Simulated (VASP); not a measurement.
A convergence study with VASP on Fe (bcc): one setting is varied, all else stays as given below, so the limit is that of these other settings.

```
Fe
1.0
   -1.43500     1.43500     1.43500
    1.43500    -1.43500     1.43500
    1.43500     1.43500    -1.43500
Fe
1
Cartesian
  0.00000   0.00000   0.00000
```
Starting moments (μB, in the order of the record's atoms Fe): 2.5.

Method: PBE GGA, VASP's PBE PAW potentials (set 64) (plane waves; VASP). The tightest run used: 550 eV cut-off, 28×28×28 Γ-centred mesh, first-order Methfessel-Paxton smearing of 0.10 eV, potentials Fe.

```json
[
 {"setting": "1×1×1 mesh", "E (eV/atom)": "-17.0237", "pressure (GPa)": "-10.57", "moment (μB)": "4.000", "irreducible k-points": "1"},
 {"setting": "2×2×2 mesh", "E (eV/atom)": "-6.9424", "pressure (GPa)": "25.74", "moment (μB)": "3.775", "irreducible k-points": "3"},
 {"setting": "3×3×3 mesh", "E (eV/atom)": "-8.2828", "pressure (GPa)": "8.26", "moment (μB)": "2.963", "irreducible k-points": "4"},
 {"setting": "4×4×4 mesh", "E (eV/atom)": "-8.2196", "pressure (GPa)": "-11.02", "moment (μB)": "2.000", "irreducible k-points": "8"},
 {"setting": "5×5×5 mesh", "E (eV/atom)": "-8.1757", "pressure (GPa)": "-8.94", "moment (μB)": "2.089", "irreducible k-points": "10"},
 {"setting": "6×6×6 mesh", "E (eV/atom)": "-8.2701", "pressure (GPa)": "-8.37", "moment (μB)": "2.222", "irreducible k-points": "16"},
 {"setting": "7×7×7 mesh", "E (eV/atom)": "-8.2446", "pressure (GPa)": "-6.39", "moment (μB)": "2.321", "irreducible k-points": "20"}
]
```

### Question
These are the cheaper rows. Estimate the results at 28×28×28 mesh, and how far the last row shown lies from them.

### Answer

| quantity | tightest run | last row shown is off by |
|---|---|---|
| E (eV/atom) | -8.2317 | -0.0130 |
| pressure (GPa) | -7.12 | 0.72 |
| moment (μB) | 2.249 | 0.073 |

Left out are rungs that failed or repeat a setting and relaxations that didn't move; long series are thinned to 24 rows.

The compound is Fe in the bcc structure. The cell was not relaxed at this level. The spin order is the one that the start imposed; others were not tried in this run.
